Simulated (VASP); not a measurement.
Given:

```xyz
2
Lattice="0.0000 2.8893 2.8893 2.8893 0.0000 2.8893 2.8893 2.8893 0.0000" Properties=species:S:1:pos:R:3 pbc="T T T"
Be     0.0000     0.0000     0.0000
Te     1.4446     1.4446     1.4446
```

Level of theory: vdW-DF2, VASP's PBE PAW potentials (set 64) (plane waves; VASP 6.6.1). Numerical set-up: 520 eV cut-off, Gaussian smearing of 0.050 eV, potentials Be Te.

Unless said otherwise, spin-orbit coupling is left out, though it shifts the bands of the heavy elements here.

Task: Give the energies of bands 2 to 7 at the high-symmetry points, in eV from the valence-band maximum.

Result: 
| band | Γ | X | U | L | W |
|---|---|---|---|---|---|
| 2 | 0.00 | -4.61 | -4.30 | -4.95 | -4.16 |
| 3 | 0.00 | -2.31 | -3.37 | -0.98 | -3.21 |
| 4 | 0.00 | -2.31 | -1.94 | -0.98 | -2.76 |
| 5 | 3.38 | 2.35 | 2.98 | 2.99 | 5.41 |
| 6 | 3.77 | 2.89 | 5.29 | 4.75 | 5.50 |
| 7 | 3.77 | 9.18 | 7.65 | 4.75 | 5.67 |

The gap is indirect, 2.35 eV, from the valence maximum at Γ to the conduction minimum at X.

Measured: gap 2.80 eV (computed value off by -0.45 eV), as given by Das et al., (2018), arXiv:1807.05623.

The compound is BeTe in the zinc blende structure. It was relaxed first, which changed the volume by +8 %.
